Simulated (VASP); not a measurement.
Output of a VASP run:

OUTCAR:
```
 ion  position               nearest neighbor table
   1  0.333  0.667  0.250-   2 2.78   2 2.78   2 2.78   2 2.78   2 2.78   2 2.78
   2  0.667  0.333  0.750-   1 2.78   1 2.78   1 2.78   1 2.78   1 2.78   1 2.78
  LATTYP: Found a hexagonal cell.
 ALAT       =     2.7970044560
 C/A-ratio  =     1.6185929984
 Subroutine PRICEL returns:
 Original cell was already a primitive cell.
 Subroutine GETGRP returns: Found 24 space group operations
The static configuration has the point symmetry D_3d.
 The point group associated with its full space group is D_6h.
The dynamic configuration has the point symmetry D_3d.
 Subroutine INISYM returns: Found 24 space group operations
 Subroutine IBZKPT returns following result:
 Found    135 irreducible k-points:

 Following reciprocal coordinates:
            Coordinates               Weight
  0.000000  0.000000  0.000000      1.000000
  0.066667  0.000000  0.000000      6.000000
  0.133333 -0.000000  0.000000      6.000000
  0.200000  0.000000  0.000000      6.000000
  0.266667 -0.000000  0.000000      6.000000
  0.333333  0.000000  0.000000      6.000000
  0.400000  0.000000  0.000000      6.000000
  0.466667  0.000000  0.000000      6.000000
  0.066667  0.066667  0.000000      6.000000
  0.133333  0.066667  0.000000     12.000000
  0.200000  0.066667  0.000000     12.000000
  0.266667  0.066667  0.000000     12.000000
  0.333333  0.066667  0.000000     12.000000
  0.400000  0.066667  0.000000     12.000000
  0.466667  0.066667  0.000000      6.000000
  0.133333  0.133333  0.000000      6.000000
  0.200000  0.133333  0.000000     12.000000
  0.266667  0.133333  0.000000     12.000000
  0.333333  0.133333  0.000000     12.000000
  0.400000  0.133333  0.000000     12.000000
  0.200000  0.200000  0.000000      6.000000
  0.266667  0.200000  0.000000     12.000000
  0.333333  0.200000  0.000000     12.000000
  0.400000  0.200000  0.000000      6.000000
  0.266667  0.266667  0.000000      6.000000
  0.333333  0.266667  0.000000     12.000000
  0.333333  0.333333  0.000000      2.000000
  0.000000  0.000000  0.125000      2.000000
  0.066667  0.000000  0.125000     12.000000
  0.133333 -0.000000  0.125000     12.000000
  0.200000  0.000000  0.125000     12.000000
  0.266667 -0.000000  0.125000     12.000000
  0.333333  0.000000  0.125000     12.000000
  0.400000  0.000000  0.125000     12.000000
  0.466667  0.000000  0.125000     12.000000
  0.066667  0.066667  0.125000     12.000000
  0.133333  0.066667  0.125000     24.000000
  0.200000  0.066667  0.125000     24.000000
  0.266667  0.066667  0.125000     24.000000
  0.333333  0.066667  0.125000     24.000000
   k-points           NKPTS =    135   k-points in BZ     NKDIM =    135   number of bands    NBANDS=     11
   number of dos      NEDOS =    301   number of ions     NIONS =      2
   total plane-waves  NPLWV =  20736
   dimension x,y,z NGX =    24 NGY =   24 NGZ =   36
   dimension x,y,z NGXF=    48 NGYF=   48 NGZF=   72
   ions per type =               2
   PREC   = accura    normal or accurate (medium, high low for compatibility)
   ISTART =      0    job   : 0-new  1-cont  2-samecut
   ICHARG =      2    charge: 1-file 2-atom 10-const
   ISPIN  =      1    spin polarized calculation?
   LNONCOLLINEAR =      F non collinear calculations
   LSORBIT =      F    spin-orbit coupling
   INIWAV =      1    electr: 0-lowe 1-rand  2-diag
   ENCUT  =  520.0 eV  38.22 Ry    6.18 a.u.   5.20  5.20  8.42*2*pi/ulx,y,z
   NELM   =    100;   NELMIN=  2; NELMDL= -5     # of ELM steps
   EDIFF  = 0.1E-06   stopping-criterion for ELM
   LREAL  =      F    real-space projection
   NLSPLINE    = F    spline interpolate recip. space projectors
   LMAXMIX     =    6 max onsite mixed and CHGCAR
   VOSKOWN=      0    Vosko Wilk Nusair interpolation
   EDIFFG = -.1E-01   stopping-criterion for IOM
   NSW    =     30    number of steps for IOM
...
```

OSZICAR:
```
       N       E                     dE             d eps       ncg     rms          rms(c)
DAV:   1     0.749410840832E+02    0.74941E+02   -0.71570E+03  5198   0.163E+03
DAV:   2     0.235689528322E+02   -0.51372E+02   -0.42815E+02  4628   0.326E+02
DAV:   3     0.162466377368E+02   -0.73223E+01   -0.59764E+01  5042   0.285E+02
DAV:   4     0.158502093473E+02   -0.39643E+00   -0.35674E+00  5526   0.313E+01
DAV:   5     0.158323677190E+02   -0.17842E-01   -0.16017E-01  5247   0.371E+00    0.362E+01
DAV:   6     0.892492431198E+01   -0.69074E+01   -0.21476E+00  5085   0.166E+01    0.206E+01
DAV:   7     0.940092833917E+01    0.47600E+00   -0.20775E+00  5731   0.371E+01    0.638E+00
DAV:   8     0.933809674776E+01   -0.62832E-01   -0.58895E-02  4954   0.255E+00    0.201E+00
DAV:   9     0.938457511552E+01    0.46478E-01   -0.38426E-02  5067   0.821E+00    0.144E+00
DAV:  10     0.936029076940E+01   -0.24284E-01   -0.13521E-02  4937   0.509E+00    0.422E-02
DAV:  11     0.935975464347E+01   -0.53613E-03   -0.81333E-04  5900   0.414E-01    0.180E-01
DAV:  12     0.936055794473E+01    0.80330E-03   -0.62571E-04  5723   0.460E-01    0.318E-02
DAV:  13     0.936062046116E+01    0.62516E-04   -0.55000E-05  5752   0.140E-01    0.177E-02
DAV:  14     0.936061957065E+01   -0.89052E-06   -0.19499E-06  4895   0.157E-02    0.100E-02
DAV:  15     0.936062037399E+01    0.80335E-06   -0.20211E-06  4941   0.159E-02    0.122E-03
DAV:  16     0.936062078720E+01    0.41320E-06   -0.30463E-07  3167   0.804E-03    0.133E-03
DAV:  17     0.936062059621E+01   -0.19099E-06   -0.36284E-08  2301   0.966E-03    0.670E-04
DAV:  18     0.936062065037E+01    0.54156E-07   -0.17673E-08  2223   0.407E-03
   1 F= 0.93606207E+01 E0= 0.93603683E+01  d E =0.936062E+01
       N       E                     dE             d eps       ncg     rms          rms(c)
DAV:   1     0.936041845970E+01   -0.20214E-03   -0.17930E-02  4519   0.492E+00    0.730E-02
DAV:   2     0.936055552562E+01    0.13707E-03   -0.20352E-04  5551   0.187E-01    0.372E-02
DAV:   3     0.936060874069E+01    0.53215E-04   -0.15099E-04  5629   0.171E-01    0.767E-03
DAV:   4     0.936061188976E+01    0.31491E-05   -0.11497E-05  4917   0.478E-02    0.322E-03
DAV:   5     0.936061058061E+01   -0.13091E-05   -0.44281E-06  4916   0.285E-02    0.249E-03
DAV:   6     0.936061448786E+01    0.39072E-05   -0.91485E-07  3884   0.201E-02    0.129E-03
DAV:   7     0.936061448750E+01   -0.35766E-09   -0.56499E-08  2133   0.766E-03
   2 F= 0.93606145E+01 E0= 0.93603132E+01  d E =-.616287E-05
       N       E                     dE             d eps       ncg     rms          rms(c)
DAV:   1     0.936054002344E+01   -0.74464E-04   -0.39802E-03  4505   0.232E+00    0.347E-02
DAV:   2     0.936056994329E+01    0.29920E-04   -0.45247E-05  5503   0.879E-02    0.177E-02
DAV:   3     0.936058231480E+01    0.12372E-04   -0.33183E-05  5617   0.803E-02    0.372E-03
DAV:   4     0.936058249853E+01    0.18373E-06   -0.25547E-06  4730   0.231E-02    0.153E-03
DAV:   5     0.936058295109E+01    0.45256E-06   -0.77350E-07  3783   0.137E-02    0.117E-03
DAV:   6     0.936058332462E+01    0.37353E-06   -0.78213E-08  1968   0.128E-02    0.111E-03
DAV:   7     0.936058335474E+01    0.30118E-07   -0.52669E-08  1884   0.534E-03
   3 F= 0.93605834E+01 E0= 0.93603052E+01  d E =-.372956E-04
```

OUTCAR:
```
------------------------ aborting loop because EDIFF is reached ----------------------------------------
  FORCE on cell =-STRESS in cart. coord.  units (eV):
  Direction    XX          YY          ZZ          XY          YZ          ZX
  --------------------------------------------------------------------------------------
  Total       -4.0204771     -4.0204768     -4.0196182      0.0000000     -0.0000000      0.0000000
  in kB     -210.0102069   -210.0101891   -209.9653421      0.0000000     -0.0000000      0.0000000
  external PRESSURE =    -209.9952460 kB  Pullay stress =       0.0000000 kB
  volume of cell :       30.67
      direct lattice vectors                 reciprocal lattice vectors
     1.397947036 -2.421315190  0.000000000     0.357667342 -0.206499345  0.000000000
     1.397947036  2.421315190  0.000000000     0.357667342  0.206499345 -0.000000000
     0.000000000  0.000000000  4.530808791     0.000000000  0.000000000  0.220711146
 POSITION                                       TOTAL-FORCE (eV/Angst)
 -----------------------------------------------------------------------------------
      1.39795      0.80711      1.13270         0.000000     -0.000000      0.000000
      1.39795     -0.80711      3.39811        -0.000000      0.000000      0.000000
 -----------------------------------------------------------------------------------
    total drift:                                0.000000      0.000011     -0.000016
  FREE ENERGIE OF THE ION-ELECTRON SYSTEM (eV)
  ---------------------------------------------------
  free  energy   TOTEN  =         9.3605833547 eV

  energy  without entropy=        9.3597488387  energy(sigma->0) =        9.36030518

 reached required accuracy - stopping structural energy minimisation
```
(Selected blocks of OUTCAR.)

**POSCAR**
```
Re
1
    1.3985022776    -2.4222768848     0.0000000000
    1.3985022776     2.4222768848     0.0000000000
    0.0000000000     0.0000000000     4.5272118291
Re
2
Direct
  0.3333330000   0.6666670000   0.2500000000
  0.6666670000   0.3333330000   0.7500000000
```

Question: Write an INCAR and KPOINTS that could have produced this output.

Answer: One answer among several that fit: the input of the run itself, MS2 meta-GGA, plane waves, VASP's PBE PAW potentials (set 64).

**INCAR**
```
ALGO=Normal
EDIFF=1E-7
EDIFFG=-0.01
ENCUT=520
IBRION=2
ISIF=4
ISMEAR=1
LASPH=.TRUE.
LCHARG=.FALSE.
LMAXMIX=6
LMIXTAU=.TRUE.
LREAL=.FALSE.
LWAVE=.FALSE.
METAGGA=MS2
NELM=100
NSW=30
PREC=Accurate
SIGMA=0.1
SYSTEM=Re
```

KPOINTS:
```
Automatic
0
Gamma
15 15 8
```

POTCAR, in this order: Re (PBE.64 set). Program: vasp_std.

The compound is Re in the hcp structure. This cell is one point of a volume scan, at 1.06 of the reference volume. Symmetry was kept, so distortions that lower it aren't found.
